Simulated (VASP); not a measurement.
```
CELL_PARAMETERS angstrom
      0.00000     2.26147     2.26147
      2.26147     0.00000     2.26147
      2.26147     2.26147     0.00000
ATOMIC_POSITIONS crystal
  Tc 0.00000 0.00000 0.00000
  N  0.75000 0.75000 0.75000
```

Calculation: PBEsol GGA, VASP's PBE PAW potentials (set 64) (plane waves; VASP). Run with 520 eV cut-off, Gaussian smearing of 0.050 eV, potentials Tc_pv N.

**Question.** Give the energies of bands 5 to 12 at the high-symmetry points, in eV from the Fermi level.

**Answer.** 
```csv
band,Γ,X,U,L,W
5,-7.23,-8.18,-7.52,-6.56,-7.17
6,-7.23,-4.74,-5.32,-6.52,-5.78
7,-7.23,-4.74,-4.93,-6.52,-4.80
8,-0.98,-2.60,-3.03,-0.37,-2.74
9,-0.98,0.28,-0.56,-0.37,-1.21
10,0.83,0.84,0.39,-0.18,0.50
11,5.11,1.48,2.57,3.24,1.95
12,5.11,1.48,2.71,3.24,3.54
```

It has no gap at this level: it comes out as a metal or semimetal.

The structure comes from a computed database's TcN entry (F-43m); how it stands against other phases isn't given here. It was relaxed first.
